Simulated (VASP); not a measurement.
An input for Quantum ESPRESSO's pw.x (written as the equivalent of a VASP run, and not itself run):

```
&CONTROL
  calculation = 'vc-relax'
  pseudo_dir = './pseudo'
  outdir = './out'
  tprnfor = .true.
  tstress = .true.
  nstep = 40
  forc_conv_thr = 0.00078
/
&SYSTEM
  ibrav = 0
  nat = 3
  ntyp = 2
  ecutwfc = 72
  occupations = 'smearing'
  smearing = 'gaussian'
  degauss = 0.003675
  input_dft = 'pz'
/
&ELECTRONS
  conv_thr = 7.3e-08
  electron_maxstep = 100
/
&IONS
/
&CELL
  press = 50
/
ATOMIC_SPECIES
  Sn 118.710 Sn.upf
  S 32.060 S.upf
CELL_PARAMETERS angstrom
     1.7930460   -3.1056472   -0.0000000
     1.7930460    3.1056472    0.0000000
     0.0000000   -0.0000000    5.2745253
ATOMIC_POSITIONS crystal
  Sn   0.0000000  0.0000000  1.0000000
  S    0.3333330  0.6666670  0.2775277
  S    0.6666670  0.3333330  0.7224723
K_POINTS automatic
  7 7 4 0 0 0
```

Task: Translate this input to VASP (INCAR, KPOINTS, POSCAR, choice of POTCAR).

Result: This is not unique; one that fits is 
**KPOINTS**
```
Automatic mesh
0
Gamma
7 7 4
0 0 0
```

### INCAR
```
! general
SYSTEM   =  SnS2
PREC     =  Accurate
ENCUT    =  500   ! plane-wave cut-off (eV)
LREAL    =  .False.   ! projection in real space or not
LASPH    =  .True.   ! aspherical one-centre terms

! electronic loop
EDIFF    =  1E-6
NELM     =  100   ! most electronic steps
ALGO     =  Normal   ! blocked Davidson
LMAXMIX  =  4   ! l cut-off of mixed one-centre charges

! smearing
ISMEAR   =  0   ! Gaussian
SIGMA    =  0.05

! ions
IBRION   =  2
NSW      =  40   ! most ionic steps
ISIF     =  3   ! ions, shape and volume
EDIFFG   =  -0.02   ! ionic stop
PSTRESS  =  50   ! kbar

! output
LWAVE    =  .False.
LCHARG   =  .False.
```

### POSCAR
```
SnS2
1.0
  1.7930459778  -3.1056471938   0.0000000000
  1.7930459778   3.1056471938   0.0000000000
  0.0000000000   0.0000000000   5.2745253237
Sn S
1 2
Direct
  0.0000000000   0.0000000000   1.0000000000
  0.3333330000   0.6666670000   0.2775276940
  0.6666670000   0.3333330000   0.7224723060
```

POTCAR, in this order: Sn_d S (LDA.64 set). Program: vasp_std.

What does not carry over: the potentials are each code's own (VASP's PAW set, PseudoDojo norm-conserving files in pw.x), so ENCUT and ecutwfc are chosen apart and not converted; conv_thr bounds pw.x's estimated SCF error, while EDIFF bounds the energy change between steps; forc_conv_thr acts on force components and is met together with etot_conv_thr.

The compound is SnS2 in the 1T layered structure. It was relaxed first under an external pressure of 5 GPa.
